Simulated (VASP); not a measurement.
Input:

```
CELL_PARAMETERS angstrom
      0.00000     1.79594     1.79594
      1.79594     0.00000     1.79594
      1.79594     1.79594     0.00000
ATOMIC_POSITIONS crystal
  C  0.00000 0.00000 0.00000
  C  0.25000 0.25000 0.25000
```

These are PBEsol GGA, VASP's PBE PAW potentials (set 64) (plane waves; VASP 6.6.1) values and carry that method's errors. Settings: 520 eV cut-off, 13×13×13 Γ-centred mesh, Gaussian smearing of 0.050 eV, potentials C.

Q: Give the stress tensor in GPa (positive for a compressed cell).

A: 
```
-12.61    0.00    0.00
  0.00  -12.61    0.00
  0.00    0.00  -12.61
```
The pressure is its mean diagonal, -12.61 GPa.

The compound is C in the diamond structure. This cell is one point of a volume scan, at 1.03 of the reference volume.
